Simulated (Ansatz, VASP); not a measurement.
## Cross-check of VGe2As4 (VGe2As4 monolayer) between VASP and Ansatz

Wanted: the spread between two codes on one cell, functional and k mesh. Of the first pair: The structure shown is the start of the Ansatz relaxation below; VASP solves that cell, so the two are compared at the walk's first step.

Program: Ansatz 0.2.0. Level of theory: plane waves, with VASP 6.6.1 beside it; single point at PBE with D3(BJ). Results are calculated unless marked as measured.

## Step 1: The structure

The cell holds 7 atoms: 4 As, 2 Ge and 1 V. Its edges and angles: a = 3.730 Å, b = 3.730 Å, c = 49.186 Å, α = 90.0°, β = 90.0°, γ = 120.0°. Vacuum lies along c.

As a file:

```cif
data_structure
_symmetry_space_group_name_H-M 'P 1'
_symmetry_Int_Tables_number 1
_cell_length_a 3.7300
_cell_length_b 3.7300
_cell_length_c 49.1860
_cell_angle_alpha 90.000
_cell_angle_beta 90.000
_cell_angle_gamma 120.000
_cell_volume 592.64
loop_
_atom_site_label
_atom_site_type_symbol
_atom_site_fract_x
_atom_site_fract_y
_atom_site_fract_z
_atom_site_occupancy
As1 As 0.00000 0.00000 0.40764 1
As2 As 0.33333 0.66667 0.47235 1
As3 As 0.33333 0.66667 0.52765 1
As4 As 0.00000 0.00000 0.59236 1
Ge5 Ge 0.33333 0.66667 0.42518 1
Ge6 Ge 0.33333 0.66667 0.57482 1
V7 V 0.00000 0.00000 0.50000 1
```

## Step 2: Ansatz: relaxation, PBE with D3(BJ)

Ansatz runs on its PAW soft_1 files.

The two programs are compared at the cell with which this relaxation starts, whose forces are those of its first step.

File input.yaml:

```yaml
crystal:
  lattice:
    - [3.73, 0.0, 0.0]
    - [-1.865, 3.2302747561, 0.0]
    - [0.0, 0.0, 49.185979402]
  atoms:
    - { symbol: As, position: [0.0, 0.0, 0.40763649] }
    - { symbol: Ge, position: [0.3333333333, 0.6666666667, 0.4251821129] }
    - { symbol: As, position: [0.3333333333, 0.6666666667, 0.472350026] }
    - { symbol: V, position: [0.0, 0.0, 0.5], spin: 1.0 }
    - { symbol: As, position: [0.3333333333, 0.6666666667, 0.527649974] }
    - { symbol: Ge, position: [0.3333333333, 0.6666666667, 0.5748178871] }
    - { symbol: As, position: [0.0, 0.0, 0.59236351] }
  periodic: [true, true, false]
magnetization:
  spin_polarized: true
kpoints:
  mp_grid: { grid: [12, 12, 1] }
hamiltonian:
  xc: pbe
  dispersion: d3bj
  pseudopotentials: { kind: paw, azcp: { folder: soft_1 } }
scf:
  occupations: { method: fermi_dirac, width: 0.05 }
  convergence: { dr2_threshold: 1.0e-09 }
relax:
  f_tol: 0.004
  max_steps: 90
  cell: {}
output:
  write_potential: true
  write_density: true
  volumetric_format: npy
```

Launch:

```sh
$ ansatz run input.yaml --threads 4 --pin off --max-ram 6144MiB --backend cpu --events-out ev --progress --plain --runs-dir out
```

Numbers of over 12 decimals in the logs are rounded to 6 here.

The log of the run:

```text
Warning: relax.cell: scf.convergence.dr2_threshold = 1e-9 eV is looser than the 1.92162720484e-10 eV advised for a relaxation that steers and ends on the stress (1e-10 eV for each atom of the cell: 7, times the square of relax.cell.stress_2d_tol = 0.05 N/m over 19.1 Å (the atoms' height at the walk's start and 5 Å past either face), 2.620e-2 GPa, over a crystal's default 0.05). What an SCF threshold leaves in a stress goes as its square root, and in the free energy as the threshold itself, and one threshold admits the most on a small cell: [figures from the program's tests cut] Set scf.convergence.dr2_threshold to 1.92162720484e-10 eV or tighter. [rest of the remark cut]
Engine: ansatz 0.2.0, aarch64-unknown-linux-gnu
Pseudopotentials: kind: paw
Pseudopotential: As, paw, valence charge 15, recommended cutoff 420 eV (normal), soft_1/As.paw.azcp
Pseudopotential: Ge, paw, valence charge 14, recommended cutoff 420 eV (normal), soft_1/Ge.paw.azcp
Pseudopotential: V, paw, valence charge 13, recommended cutoff 420 eV (normal), soft_1/V.paw.azcp
Functional definition: PBE
  parameter kappa = 0.804
  parameter beta = 0.066725
  exchange = pbe_x(kappa = kappa, mu = beta*pi^2/3)
  correlation = pbe_c(beta = beta)
Crystal: 7 atoms, lattice volume = 592.638 Å³
Basis set: ecut = 420 eV, 11661 PW (Γ), exchange–correlation on 50×50×720 points (8 copies of the dense FFT grid, shifted against one another)
Bands: 62, of which v1, the nominal top of the filled ones, is band 51 counted from 1 (50 counted from 0)
Symmetry: 12 space group operations
Space group: P-6m2 (ITA 187), of the structure as read, at distance tolerance 8.4e-5 Å
Magnetic group: BNS 187.209 (UNI 1439), of the structure as read, at distance tolerance 8.4e-5 Å
k-points: 19 of 144 (time reversal used)
Non-local potential: As, projectors of the file, l = 0: 2, l = 1: 2, l = 2: 3, l = 3: 1
Non-local potential: Ge, projectors of the file, l = 0: 2, l = 1: 2, l = 2: 3, l = 3: 1
Non-local potential: V, projectors of the file, l = 0: 3, l = 1: 2, l = 2: 3, l = 3: 1
PAW form: soft (Blöchl's): semilocal exchange-correlation on the pseudo side does not see the compensation charge
PAW one-centre angular grid: As, 590 points (default); XC on 64 Gauss nodes
PAW one-centre angular grid: Ge, 590 points (default); XC on 64 Gauss nodes
PAW one-centre angular grid: V, 590 points (default); XC on 64 Gauss nodes
Initial density: superposition of atomic densities (neutral atoms: chi_scale 0, normalization atom)
Starting moments: Σ|m| = 1 μB on 1 of 7 sites
Initial wavefunctions: pseudopotential atomic-orbital guess
Functional: x = pbe(κ = 0.804, μ = 0.219515), c = pbe(β = 0.066725)
SCF iter   1: F=—  HF=-30929.274984 eV  |F-HF|=—  |Δ(HF+E_count)|=         —  Δρ=1.05e-2 (↑1.05e-2 ↓1.02e-2)  dr2=3.91e0  dr2_m=2.80e-2  M=0.765 μB ∫|m|=1.038 μB  β_m=0.30  ethr=3.10e-3  ⟨swp⟩=10.8  Hψ=11838  notcnv=0  defer=23
Mixer restart at iter 1: flushing history
preconditioner: auto → LDOS  [metal: Δε(μ)=0.043 eV  Ē_g=8.768 eV  σ=0.050 eV  W_gap=0.21  n_scr=84 (ndim 8)  ℏωp=8.8 eV  f_vac=0.736  D(μ)=2.48/eV (n_scr^D=12)]
spin=Collinear: LDOS preconditioning applied to the charge; magnetization (m = ρ↑ − ρ↓) channel mixes plain (no charge-response kernel on spin).
SCF iter   2: F=—  HF=-30928.725755 eV  |F-HF|=—  |Δ(HF+E_count)|=   5.49e-1  Δρ=6.91e-3 (↑6.48e-3 ↓6.91e-3)  dr2=1.42e0  dr2_m=1.32e-2  M=0.812 μB ∫|m|=1.077 μB  β_m=0.51  ethr=3.10e-3  ⟨swp⟩=2.9  Hψ=3355  notcnv=0  defer=155
SCF iter   3: F=—  HF=-30928.637975 eV  |F-HF|=—  |Δ(HF+E_count)|=   8.78e-2  Δρ=1.98e-3 (↑1.55e-3 ↓1.98e-3)  dr2=5.43e-2  dr2_m=2.57e-3  M=0.886 μB ∫|m|=1.151 μB  β_m=0.55  ethr=1.40e-3  ⟨swp⟩=3.5  Hψ=3619  notcnv=0  defer=155
SCF iter   4: F=—  HF=-30928.655950 eV  |F-HF|=—  |Δ(HF+E_count)|=         —  Δρ=1.11e-3 (↑1.11e-3 ↓1.02e-3)  dr2=3.76e-3  dr2_m=5.48e-3  M=0.954 μB ∫|m|=1.261 μB  β_m=0.55  ethr=5.37e-5  ⟨swp⟩=3.5  Hψ=4837  notcnv=0  defer=145
SCF iter   5: F=—  HF=-30928.659215 eV  |F-HF|=—  |Δ(HF+E_count)|=   3.26e-3  Δρ=7.25e-4 (↑7.25e-4 ↓5.82e-4)  dr2=4.66e-4  dr2_m=2.17e-3  M=0.967 μB ∫|m|=1.291 μB  β_m=0.78  ethr=3.72e-6  ⟨swp⟩=3.0  Hψ=4750  notcnv=0  defer=145
SCF iter   6: F=—  HF=-30928.660144 eV  |F-HF|=—  |Δ(HF+E_count)|=         —  Δρ=1.37e-4 (↑1.37e-4 ↓8.46e-5)  dr2=3.33e-4  dr2_m=3.76e-5  M=0.982 μB ∫|m|=1.327 μB  β_m=0.78  ethr=4.62e-7  ⟨swp⟩=3.0  Hψ=4924  notcnv=0  defer=145
[...]
SCF 7 converged in 8 iterations: F = -30929.732668 eV  dr2 = 2.87e-11
relax step   7: F+E_penalty+E_count = -30929.73266842 eV  Δ(F+E_penalty+E_count) = +1.393e-3 eV  max|allowed force component| = 2.457e-3 eV/Å  Δτ_max = 0.0000 Å  P = -0.007 N/m  Ω = 570.502 Å³  fix = [c, alpha, beta]  reactions: c -0.000 N/m  stress off target by 7.02e-3 N/m on what of the cell is left free  SCF on the basis re-selected at this cell (its energy is not comparable with the rows above)  (8 SCF iters)
basis re-selected at this cell: Δ(F+E_penalty+E_count) = +1.393e-3 eV, ΔP = -0.013 N/m vs the last step (what re-selecting the basis moved, of the pressure what is left beyond the Pulay correction that the steps carried, after the strain that the cell walked since its last selection, with what the two solves' SCF thresholds leave and, on support functions, any second-order correction that the steps lacked; it is no m [...]
WARN: The output density's exchange-correlation potential varies sharply where the density is thin. Do not read a vacuum level from v_tot or v_xc, or from such a field of the output density. On a cell that repeats whose density bears no net charge and no dipole along the vacuum's axis use v_es (v_loc + v_h of the components); under efield.dipole_correction with no amplitude use v_es + v_field, which holds any externa [...]
SCF converged after 8 iterations
Magnetization: 0.9368 μB (50.9684 up, 50.0316 down)
Absolute magnetization: 1.2299 μB (∫|ρ↑−ρ↓|, with the PAW one-centre terms)
Spin contamination: 0.0325 ħ² per cell (⟨S²⟩ above its minimum at these occupations)
Per-site moments (μB) at R_I (Å): [(0.0023799, 0.999346), (0.00866262, 0.999346), (-0.046130, 1.003681), (0.839803, 1.045683), (-0.046130, 1.003681), (0.00866262, 0.999346), (0.0023799, 0.999346)]
Free energy (F): -30929.732668 eV
Harris-Foulkes:  -30929.732668 eV  (|F-HF|=1.17e-9)
Internal energy: -30929.723442 eV  (E = F + TS)
E sigma→0 (E₀):  -30929.728055 eV
Entropy (-TS):   -0.009226 eV (-1.318 meV/atom)
Fermi energy:    -4.975321 eV
--- Per-component energies (eV) ---
  E_band       = -2917.754303
  E_kinetic    = 870.693482
  E_local      = -670361.999426  (includes V_loc(G=0)·N_el)
  E_nonlocal   = -1053.973243
  E_hartree    = 334721.953192
  E_xc         = -539.380166
  E_vxc        = -569.840825  (∫ρ·V_xc dr)
  E_paw        = -13207.256285  (= ΣΔE_a)
  E_vpaw       = -1246.540615  (= ΣTr[D̂ρ^β])
  E_aug_tail   = 0.001050  (compensation charges beyond the density's cutoff)
  E_ewald      = 318642.581167
  E_disp       = -2.343212  (pairwise vdW)
  E_smearing   = -0.009226  (= −TS)
  E_closure    = -0.000000  (closes the sum)
  Σ components = -30929.732668   (vs F -30929.732668, Δ=0.00e0)
--- Forces (eV/Å), atoms counted from 1 ---
  atom   1  As    -0.00000000     0.00000000    -0.00066100
  atom   2  Ge     0.00000000    -0.00000000    -0.00023145
  atom   3  As     0.00000000    -0.00000000    -0.00245692
  atom   4  V      0.00000000    -0.00000000     0.00000000
  atom   5  As     0.00000000    -0.00000000     0.00245692
  atom   6  Ge     0.00000000    -0.00000000     0.00023145
  atom   7  As    -0.00000000     0.00000000     0.00066100
  max |Σ_I F_I| component: 2.03e-16 eV/Å
--- 2D stress c σ (N/m, compression-positive) ---
       -0.007021       0.000000       0.000000
        0.000000      -0.007021      -0.000000
        0.000000      -0.000000      -0.000000
  P = ½ c Tr σ = -0.0070 N/m
--- Band table (eV; the first three rows and the last of 38) ---
  k-point 0 ↑: bands = [... 47 lower, -5.1145, -5.0617, -5.0617, -5.0002, -2.9284, -2.7705, -2.1578, -2.1578, ... 7 higher]
  k-point 1 ↑: bands = [... 47 lower, -5.4409, -5.3119, -5.2362, -4.9968, -2.7028, -2.5889, -2.2360, -2.2189, ... 7 higher]
  k-point 2 ↑: bands = [... 47 lower, -5.7438, -5.5974, -5.5955, -5.1240, -3.2276, -3.0828, -2.5705, -2.3299, ... 7 higher]
  k-point 18 ↓: bands = [... 47 lower, -7.2962, -6.5061, -5.8412, -4.3210, -3.8658, -3.5719, -3.1985, -3.0239, ... 7 higher]
  the weakly bound empty levels are not read free of the cell's end (no_gap_told)
--- Relaxed structure (6 steps of the walk, 6 accepted, 1 SCFs on fresh bases) ---
  F+E_penalty+E_count = -30929.73266842 eV   max|allowed force component| = 2.457e-3 eV/Å   (the final SCF, on the basis selected at the relaxed cell)
  cell:  # Å, volume = 570.5017 Å³
    - [3.659675, 0, 0]
    - [-1.829837, 3.169371, 0]
    - [0, 0, 49.185979402]
  atoms:
    - { symbol: As, position: [9.21002204538822e-18, -5.408431670832416e-17, 0.397957] }
    - { symbol: Ge, position: [0.333333, 0.666667, 0.422055] }
    - { symbol: As, position: [0.333333, 0.666667, 0.471524] }
    - { symbol: V, position: [1.0573552618554984e-17, -5.1357255561990634e-17, 0.5] }
    - { symbol: As, position: [0.333333, 0.666667, 0.528476] }
    - { symbol: Ge, position: [0.333333, 0.666667, 0.577945] }
    - { symbol: As, position: [1.1937083191721745e-17, -4.863019441565711e-17, 0.602043] }
```

[end of part 1 of 2]

[Lines on the potential files, build, host, timing and source positions are cut from VASP's logs without a mark.]

[Logs are printed without paths, hosts, clocks, repeated set-up lines and the standing remarks that a program may print on its own settings, such as how far it seeks lower states.]

[Hosts, paths, dates, database ids (printed as entryN), source tags and the programs' standing remarks are cut or masked in the printed files.]
